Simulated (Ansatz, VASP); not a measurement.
# SiF: VASP beside Ansatz

Contents of INCAR:

```
SYSTEM = SiF
PREC = Accurate
ENCUT = 520
EDIFF = 1E-7
ISMEAR = -1
SIGMA = 0.05
LREAL = .FALSE.
LASPH = .TRUE.
NELM = 100
ALGO = Normal
ISIF = 2
LWAVE = .FALSE.
LCHARG = .FALSE.
GGA = PE
NBANDS = 12
```

The input KPOINTS:

```
Automatic mesh
0
G
  9 9 9
  0 0 0
```

The input POSCAR:

```
SiF
1.0
    3.0286000000      0.0000000000      0.0000000000
    0.0000000000      3.0286000000      0.0000000000
    0.0000000000      0.0000000000      3.0286000000
Si F
1 1
Direct
    0.4905460000      0.4926000000      0.4836290000
    0.0078680000     -0.0103740000      0.0020390000
```

Contents of input.yaml:

```yaml
crystal:
  lattice:
    - [3.0286, 0.0, 0.0]
    - [0.0, 3.0286, 0.0]
    - [0.0, 0.0, 3.0286]
  atoms:
    - { symbol: Si, position: [0.490546, 0.4926, 0.483629] }
    - { symbol: F, position: [0.007868, -0.010374, 0.002039] }
hamiltonian:
  xc: pbe
  pseudopotentials: { kind: paw }
kpoints:
  mp_grid: { grid: [9, 9, 9] }
scf:
  occupations: { method: fermi_dirac, width: 0.05 }
output:
  forces: true
  stress: true
  eigenvalues: true
  write_density: true
  write_potential: true
  elf: true
  volumetric_format: npy
```

Change from the starting cell: atoms moved at random, drawn with an rms of 0.05 Å.

Alike in both runs: task single point; functional PBE; k mesh 9 × 9 × 9; occupations fermi-dirac, width 0.05 eV; no spin polarisation.

|  | VASP | Ansatz |
| --- | --- | --- |
| version | VASP 6.6.1 | Ansatz 0.2.0 |
| potentials or method | VASP PAW PBE potentials, release 64 (Si, F) | Ansatz PAW |
| plane-wave cutoff (eV) | 520 | 420 |
| valence electrons in the cell | 11 | 11 |

Ansatz gave:

- gap on the k mesh at the Fermi level (eV): none
- pressure (GPa): 0.2
- largest component of the traceless stress (GPa): 0.16
- rms of the force components (eV/Å): 0.032

**Question.** What did VASP give for the same quantities?

**Answer.** gap on the k mesh at the Fermi level (eV): none; pressure (GPa): 0.0; largest component of the traceless stress (GPa): 0.15; rms of the force components (eV/Å): 0.031.

Atom by atom the forces differ by 0.001 eV/Å (rms over components). A gap of «none» marks a metal or a gap that the smearing closes. With one functional, cell and mesh, what is left measures potentials, basis and numerics.

Caveats: an odd number of electrons without spin polarisation forces a metal; a magnetic or distorted state may lie lower; the pressure holds a Pulay correction of +0.5 GPa for the finite cutoff (Ansatz).
